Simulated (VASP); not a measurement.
Here is the system:

```yaml
crystal:
  lattice:
    - [0.00000, 4.15060, 4.15060]
    - [4.15060, 0.00000, 4.15060]
    - [4.15060, 4.15060, 0.00000]
  atoms:
    - { symbol: Al, position: [0.00000, 0.00000, 0.00000] }
    - { symbol: Y, position: [0.50000, 0.50000, 0.50000] }
    - { symbol: Y, position: [0.25000, 0.25000, 0.25000] }
    - { symbol: Y, position: [0.75000, 0.75000, 0.75000] }
```

The numbers are results of PBE GGA, VASP's PBE PAW potentials (set 64) (plane waves; VASP), not measurements. Settings: 300 eV cut-off, 7×7×7 Γ-centred mesh, Gaussian smearing of 0.27 eV, potentials Al Y_sv.

Question: Give the energies of bands 13 to 21 at the high-symmetry points, in eV from the Fermi level.

Answer: 
| band | Γ | X | U | L | W |
|---|---|---|---|---|---|
| 13 | -5.64 | -4.39 | -4.37 | -4.57 | -4.35 |
| 14 | -1.00 | -2.72 | -2.45 | -3.12 | -2.22 |
| 15 | -1.00 | -1.66 | -2.24 | -1.13 | -2.22 |
| 16 | -1.00 | -1.38 | -1.28 | -1.13 | -1.84 |
| 17 | -0.73 | -0.56 | -0.80 | -0.15 | -0.53 |
| 18 | -0.73 | -0.56 | 0.09 | 0.18 | 0.11 |
| 19 | -0.07 | 0.41 | 0.15 | 0.18 | 0.11 |
| 20 | 0.27 | 0.41 | 0.57 | 0.20 | 0.52 |
| 21 | 0.27 | 0.47 | 0.81 | 0.29 | 0.84 |

It has no gap at this level: it comes out as a metal or semimetal.

The structure was generated: Y3Al was put into an ordered model structure, which need not be its known phase. The cell was not relaxed at this level. VASP warned that the highest band is occupied, so more bands are needed.
